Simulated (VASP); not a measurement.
# W (Im-3m) in VASP: further runs, part 2 of 2

VASP 6.6.1. Earlier steps stand in the parts before.

## 3. Relaxation of the atoms, PBE+D3(BJ)

Contents of INCAR:

```
PREC = Accurate
ENCUT = 600
EDIFF = 1E-7
ISMEAR = 1
SIGMA = 0.1
LREAL = False
LASPH = True
NELM = 80
ALGO = Fast
ISIF = 2
LWAVE = False
LCHARG = False
GGA = PE
IVDW = 12
IBRION = 2
NSW = 40
EDIFFG = -0.01
```

Contents of KPOINTS:

```
Automatic mesh
0
Gamma
  16 16 16
```

Contents of POSCAR:

```
W                                       
1.0
   -1.5800809530      1.5800809530      1.5800809530
    1.5800809530     -1.5800809530      1.5800809530
    1.5800809530      1.5800809530     -1.5800809530
  W             
     1
Direct
     0.0000000000000000    0.0000000000000000    0.0000000000000000
```

Potentials or basis: VASP PAW PBE potentials, release 64 (W_sv).

On the command line:

```bash
cat potpaw_PBE.64/W_sv/POTCAR > POTCAR
mpirun -np 1 vasp_std > vasp.out
```

OUTCAR:

```text
PREC = Accurate
   ENCUT = 600
   EDIFF = 1E-7
   ISMEAR = 1
   LREAL = False
   LASPH = True
   NELM = 80
   ISIF = 2
   GGA = PE
   IVDW = 12
   IBRION = 2
   NSW = 40
   EDIFFG = -0.01
 IVDW          = 12

 ion  position               nearest neighbor table
   1  0.000  0.000  0.000-

  LATTYP: Found a body centered cubic cell.
 ALAT       =     3.1601619060

  Lattice vectors:

 A1 = (  -1.5800809530,   1.5800809530,   1.5800809530)
 A2 = (   1.5800809530,  -1.5800809530,   1.5800809530)
 A3 = (   1.5800809530,   1.5800809530,  -1.5800809530)

Analysis of symmetry for initial positions (statically):
=====================================================================
 Subroutine PRICEL returns:
 Original cell was already a primitive cell.

 Routine SETGRP: Setting up the symmetry group for a
 body centered cubic supercell.

 Subroutine GETGRP returns: Found 48 space group operations
 (whereof 48 operations were pure point group operations)
 out of a pool of 48 trial point group operations.

[... 170 lines left out ...]

 k-point     1 :       0.0000    0.0000    0.0000
  band No.  band energies     occupation
      1     -62.6613      2.00000
      2     -26.2170      2.00000
      3     -26.2170      2.00000
      4     -26.2170      2.00000
      5       1.8469      2.00000
      6      10.2758      2.00000
      7      10.2758      2.00000
      8      10.2758      2.00000
      9      13.7850      0.00000
     10      13.7850      0.00000
     11      26.0364      0.00000
[... 309 lines left out ...]
 k-point    24 :       0.2500    0.1875    0.0000
  band No.  band energies     occupation
      1     -62.5401      2.00000
      2     -27.2461      2.00000
      3     -26.6451      2.00000
      4     -26.3302      2.00000
      5       6.1439      2.00000
      6       8.3601      2.00000
      7       9.1825      2.00000
      8      13.0914     -0.00000
      9      14.6467      0.00000
     10      16.8562      0.00000
     11      24.0416      0.00000

 [... further k-points ...]

------------------------ aborting loop because EDIFF is reached ----------------------------------------

 Edisp (eV)   -0.69857

 E8    (eV) :    -0.3582

  FORCE on cell =-STRESS in cart. coord.  units (eV):
  Direction    XX          YY          ZZ          XY          YZ          ZX
  --------------------------------------------------------------------------------------
  -------------------------------------------------------------------------------------
  Total       0.00119     0.00119     0.00119     0.00000    -0.00000     0.00000
  in kB       0.12133     0.12133     0.12133     0.00000    -0.00000     0.00000
  external pressure =        0.12 kB  Pullay stress =        0.00 kB

 VOLUME and BASIS-vectors are now :
 -----------------------------------------------------------------------------
  energy-cutoff  :      600.00
  volume of cell :       15.78
      direct lattice vectors                 reciprocal lattice vectors
    -1.580080953  1.580080953  1.580080953     0.000000000  0.316439483  0.316439483
     1.580080953 -1.580080953  1.580080953     0.316439483  0.000000000  0.316439483
     1.580080953  1.580080953 -1.580080953     0.316439483  0.316439483  0.000000000

 POSITION                                       TOTAL-FORCE (eV/Angst)
 -----------------------------------------------------------------------------------
      0.00000      0.00000      0.00000        -0.000000      0.000000      0.000000
 -----------------------------------------------------------------------------------
    total drift:                                0.000000      0.000000     -0.000000

  FREE ENERGIE OF THE ION-ELECTRON SYSTEM (eV)
  ---------------------------------------------------
  free  energy   TOTEN  =       -13.6471013875 eV

  energy  without entropy=      -13.6465641648  energy(sigma->0) =      -13.64692231

 reached required accuracy - stopping structural energy minimisation
```

OSZICAR:

```text
N       E                     dE             d eps       ncg     rms          rms(c)
DAV:   1     0.835704757834E+02    0.83570E+02   -0.85400E+03  3190   0.159E+03
DAV:   2    -0.118803229794E+02   -0.95451E+02   -0.92466E+02  3412   0.356E+02
DAV:   3    -0.135575004311E+02   -0.16772E+01   -0.16595E+01  3657   0.457E+01
DAV:   4    -0.135661163893E+02   -0.86160E-02   -0.86153E-02  3433   0.364E+00
DAV:   5    -0.135661885993E+02   -0.72210E-04   -0.72210E-04  3589   0.334E-01    0.211E+01
RMM:   6    -0.130784910521E+02    0.48770E+00   -0.53265E-01  3193   0.780E+00    0.878E+00
RMM:   7    -0.129508699824E+02    0.12762E+00   -0.43313E-01  3198   0.679E+00    0.870E-01
RMM:   8    -0.129486881047E+02    0.21819E-02   -0.16041E-02  3259   0.150E+00    0.231E-01
RMM:   9    -0.129485171509E+02    0.17095E-03   -0.23548E-03  3203   0.614E-01    0.145E-02
RMM:  10    -0.129485330624E+02   -0.15911E-04   -0.21691E-04  3388   0.214E-01    0.863E-03
RMM:  11    -0.129485281783E+02    0.48841E-05   -0.51487E-05  3276   0.105E-01    0.124E-02
RMM:  12    -0.129485287993E+02   -0.62104E-06   -0.12414E-05  3280   0.526E-02    0.252E-03
RMM:  13    -0.129485291094E+02   -0.31012E-06   -0.38149E-06  3163   0.270E-02    0.668E-03
RMM:  14    -0.129485292628E+02   -0.15340E-06   -0.53059E-07  2815   0.101E-02    0.116E-03
RMM:  15    -0.129485292910E+02   -0.28205E-07   -0.99555E-08  2095   0.457E-03
   1 F= -.13647101E+02 E0= -.13646922E+02  d E =-.136471E+02
```

CONTCAR:

```text
W
   1.00000000000000
    -1.5800809530000000    1.5800809530000000    1.5800809530000000
     1.5800809530000000   -1.5800809530000000    1.5800809530000000
     1.5800809530000000    1.5800809530000000   -1.5800809530000000
  W
     1
Direct
     0.0000000000000000    0.0000000000000000    0.0000000000000000

  0.00000000E+00  0.00000000E+00  0.00000000E+00
```

Run time: 21 s. Hardware: 1 thread of Intel Xeon Platinum 8488C (Sapphire Rapids), shared host; peak memory 0.17 GiB.

What came out:

```yaml
Free_energy: -13.6471 eV
Pressure_after_relaxing: 0.0 GPa
Band_gap_on_the_k_mesh: none (metal or under the smearing width)
Dispersion_energy_per_atom: -0.699 eV
```

Final structure:
```xyz
1
Lattice="-1.5801 1.5801 1.5801 1.5801 -1.5801 1.5801 1.5801 1.5801 -1.5801" Properties=species:S:1:pos:R:3 pbc="T T T"
W     0.0000    0.0000    0.0000
```

Caveat: the relaxation stopped at its first step, so nothing moved; pairwise dispersion overbinds metals, which lowers pressure and volume. Spin-orbit coupling is left out, which matters for the levels of W.

## 4. Relaxation of the atoms, PBE+D3(BJ) (a relaxed cell with its volume scaled by 1.02)

INCAR is that of step 3.

KPOINTS is that of step 3.

Contents of POSCAR:

```
W                                       
1.0
   -1.5905453702      1.5905453702      1.5905453702
    1.5905453702     -1.5905453702      1.5905453702
    1.5905453702      1.5905453702     -1.5905453702
  W             
     1
Direct
     0.0000000000000000    0.0000000000000000    0.0000000000000000
```

On the command line:

```bash
cat potpaw_PBE.64/W_sv/POTCAR > POTCAR
mpirun -np 1 vasp_std > vasp.out
```

Wall time 21 s (1 thread of Intel Xeon Platinum 8488C (Sapphire Rapids), shared host); peak memory 0.17 GiB.

The run converged. Its results:

```yaml
Free_energy: -13.6411 eV
Pressure_after_relaxing: -6.0 GPa
Band_gap_on_the_k_mesh: none (metal or under the smearing width)
Dispersion_energy_per_atom: -0.684 eV
```

Final structure:
```yaml
crystal:
  lattice:
    - [-1.59055, 1.59055, 1.59055]
    - [1.59055, -1.59055, 1.59055]
    - [1.59055, 1.59055, -1.59055]
  atoms:
    - { symbol: W, position: [0.00000, 0.00000, 0.00000] }
```

Levels at points of the mesh, in eV from the Fermi level:
```
           k point  band 4  band 5  band 6  band 7  band 8  band 9  band 10  band 11
(0.00, 0.00, 0.00)  -37.83   -9.60   -1.25   -1.25   -1.25    2.18     2.18    14.44
(0.50, 0.00, 0.00)  -37.84   -6.22   -3.54    0.58    2.07    3.03     5.97    11.40
(0.50, 0.50, 0.50)  -38.69   -5.76   -5.76    5.01    5.01    5.01     8.08     8.08
```

Caveat: the relaxation stopped at its first step, so nothing moved; pairwise dispersion overbinds metals, which lowers pressure and volume.

## 5. Relaxation of the atoms, PBE+D3(BJ) (a relaxed cell with its volume scaled by 1.04)

INCAR is that of step 4.

KPOINTS is that of step 4.

Contents of POSCAR:

```
W                                       
1.0
   -1.6008738763      1.6008738763      1.6008738763
    1.6008738763     -1.6008738763      1.6008738763
    1.6008738763      1.6008738763     -1.6008738763
  W             
     1
Direct
     0.0000000000000000    0.0000000000000000    0.0000000000000000
```

On the command line:

```bash
cat potpaw_PBE.64/W_sv/POTCAR > POTCAR
mpirun -np 1 vasp_std > vasp.out
```

It took 20 s on 1 thread of Intel Xeon Platinum 8488C (Sapphire Rapids), shared host; peak memory 0.17 GiB.

The run converged. Its results:

```yaml
Free_energy: -13.6238 eV
Pressure_after_relaxing: -11.4 GPa
Band_gap_on_the_k_mesh: none (metal or under the smearing width)
Dispersion_energy_per_atom: -0.671 eV
```

Final structure:
```
W
1.0
    -1.60087    1.60087    1.60087
     1.60087   -1.60087    1.60087
     1.60087    1.60087   -1.60087
W
1
Direct
  0.00000 0.00000 0.00000
```

Levels at points of the mesh, in eV from the Fermi level:
| k point | band 4 | band 5 | band 6 | band 7 | band 8 | band 9 | band 10 | band 11 |
| --- | --- | --- | --- | --- | --- | --- | --- | --- |
| (0.00, 0.00, 0.00) | -37.88 | -9.48 | -1.21 | -1.21 | -1.21 | 2.14 | 2.14 | 14.40 |
| (0.50, 0.00, 0.00) | -37.88 | -6.09 | -3.44 | 0.53 | 2.02 | 2.95 | 5.81 | 11.35 |
| (0.50, 0.50, 0.50) | -38.69 | -5.60 | -5.60 | 4.88 | 4.88 | 4.88 | 7.94 | 7.94 |

Caveat: the relaxation stopped at its first step, so nothing moved; pairwise dispersion overbinds metals, which lowers pressure and volume. Spin-orbit coupling is left out, which matters for the levels of W.

## 6. Relaxation of the atoms, PBE+D3(BJ) (a relaxed cell with its volume scaled by 1.06)

INCAR is that of step 5.

KPOINTS is that of step 5.

Contents of POSCAR:

```
W                                       
1.0
   -1.6110708001      1.6110708001      1.6110708001
    1.6110708001     -1.6110708001      1.6110708001
    1.6110708001      1.6110708001     -1.6110708001
  W             
     1
Direct
     0.0000000000000000    0.0000000000000000    0.0000000000000000
```

Potentials or basis: VASP PAW PBE potentials, release 64 (W_sv).

On the command line:

```bash
cat potpaw_PBE.64/W_sv/POTCAR > POTCAR
mpirun -np 1 vasp_std > vasp.out
```

OUTCAR:

```text
PREC = Accurate
   ENCUT = 600
   EDIFF = 1E-7
   ISMEAR = 1
   LREAL = False
   LASPH = True
   NELM = 80
   ISIF = 2
   GGA = PE
   IVDW = 12
   IBRION = 2
   NSW = 40
   EDIFFG = -0.01
 IVDW          = 12

 ion  position               nearest neighbor table
   1  0.000  0.000  0.000-

  LATTYP: Found a body centered cubic cell.
 ALAT       =     3.2221416002

  Lattice vectors:
[... 519 lines left out ...]
      9      13.5660      0.00000
     10      15.6070      0.00000
     11      22.5298      0.00000

 [... further k-points ...]

------------------------ aborting loop because EDIFF is reached ----------------------------------------

 Edisp (eV)   -0.65766

 E8    (eV) :    -0.3370

  FORCE on cell =-STRESS in cart. coord.  units (eV):
  Direction    XX          YY          ZZ          XY          YZ          ZX
  --------------------------------------------------------------------------------------
  -------------------------------------------------------------------------------------
  Total      -1.70240    -1.70240    -1.70240     0.00000     0.00000     0.00000
  in kB    -163.06800  -163.06800  -163.06800     0.00000     0.00000     0.00000
  external pressure =     -163.07 kB  Pullay stress =        0.00 kB

 VOLUME and BASIS-vectors are now :
 -----------------------------------------------------------------------------
  energy-cutoff  :      600.00
  volume of cell :       16.73
      direct lattice vectors                 reciprocal lattice vectors
    -1.611070800  1.611070800  1.611070800     0.000000000  0.310352593  0.310352593
     1.611070800 -1.611070800  1.611070800     0.310352593  0.000000000  0.310352593
     1.611070800  1.611070800 -1.611070800     0.310352593  0.310352593  0.000000000

 POSITION                                       TOTAL-FORCE (eV/Angst)
 -----------------------------------------------------------------------------------
      0.00000      0.00000      0.00000         0.000000      0.000000      0.000000
 -----------------------------------------------------------------------------------
    total drift:                               -0.000000      0.000000      0.000000

  FREE ENERGIE OF THE ION-ELECTRON SYSTEM (eV)
  ---------------------------------------------------
  free  energy   TOTEN  =       -13.5963467554 eV

  energy  without entropy=      -13.5953985717  energy(sigma->0) =      -13.59603069

 reached required accuracy - stopping structural energy minimisation
```

OSZICAR:

```text
N       E                     dE             d eps       ncg     rms          rms(c)
DAV:   1     0.826732962535E+02    0.82673E+02   -0.85526E+03  3190   0.157E+03
DAV:   2    -0.118573471913E+02   -0.94531E+02   -0.91253E+02  3430   0.352E+02
DAV:   3    -0.135959151205E+02   -0.17386E+01   -0.17086E+01  3673   0.460E+01
DAV:   4    -0.136081193958E+02   -0.12204E-01   -0.12195E-01  3466   0.382E+00
DAV:   5    -0.136082049363E+02   -0.85541E-04   -0.85538E-04  3549   0.360E-01    0.189E+01
RMM:   6    -0.130741451496E+02    0.53406E+00   -0.62223E-01  3193   0.827E+00    0.748E+00
RMM:   7    -0.129409531321E+02    0.13319E+00   -0.47622E-01  3201   0.693E+00    0.102E+00
RMM:   8    -0.129387323419E+02    0.22208E-02   -0.17715E-02  3271   0.149E+00    0.206E-01
RMM:   9    -0.129386588086E+02    0.73533E-04   -0.31434E-03  3203   0.667E-01    0.272E-02
RMM:  10    -0.129386894156E+02   -0.30607E-04   -0.33741E-04  3459   0.256E-01    0.824E-03
RMM:  11    -0.129386876610E+02    0.17546E-05   -0.81591E-05  3260   0.125E-01    0.125E-02
RMM:  12    -0.129386896688E+02   -0.20078E-05   -0.19791E-05  3312   0.641E-02    0.216E-03
RMM:  13    -0.129386897561E+02   -0.87256E-07   -0.69921E-06  3191   0.356E-02    0.101E-02
RMM:  14    -0.129386893635E+02    0.39256E-06   -0.17845E-06  3196   0.171E-02    0.151E-03
RMM:  15    -0.129386894051E+02   -0.41553E-07   -0.19602E-07  2270   0.634E-03
   1 F= -.13596347E+02 E0= -.13596031E+02  d E =-.135963E+02
```

CONTCAR:

```text
W
   1.00000000000000
    -1.6110708001000000    1.6110708001000000    1.6110708001000000
     1.6110708001000000   -1.6110708001000000    1.6110708001000000
     1.6110708001000000    1.6110708001000000   -1.6110708001000000
  W
     1
Direct
     0.0000000000000000    0.0000000000000000    0.0000000000000000

  0.00000000E+00  0.00000000E+00  0.00000000E+00
```

It took 18 s on 1 thread of Intel Xeon Platinum 8488C (Sapphire Rapids), shared host; peak memory 0.17 GiB.

What came out:

```yaml
Free_energy: -13.5963 eV
Pressure_after_relaxing: -16.3 GPa
Band_gap_on_the_k_mesh: none (metal or under the smearing width)
Dispersion_energy_per_atom: -0.658 eV
```

Final structure:
```
W
1.0
    -1.61107    1.61107    1.61107
     1.61107   -1.61107    1.61107
     1.61107    1.61107   -1.61107
W
1
Direct
  0.00000 0.00000 0.00000
```

Caveat: the relaxation stopped at its first step, so nothing moved; pairwise dispersion overbinds metals, which lowers pressure and volume.

## 7. The runs side by side

```tsv
cell	gap on the mesh (eV)	pressure (GPa)
atoms relaxed from: a relaxed cell with its volume scaled by 0.98	none	6.8
atoms relaxed	none	0.0
atoms relaxed from: a relaxed cell with its volume scaled by 1.02	none	-6.0
atoms relaxed from: a relaxed cell with its volume scaled by 1.04	none	-11.4
atoms relaxed from: a relaxed cell with its volume scaled by 1.06	none	-16.3
```

Alike in all rows: task relaxation of the atoms; level PBE+D3(BJ); potentials or basis VASP PAW PBE potentials, release 64 (W_sv); no spin polarisation; k mesh 16 × 16 × 16; cutoff (eV) 600; smearing methfessel-paxton 0.1 eV.

Caveats: the relaxation stopped at its first step, so nothing moved; pairwise dispersion overbinds metals, which lowers pressure and volume.

Absolute energies hang on the potentials; compare differences alone.
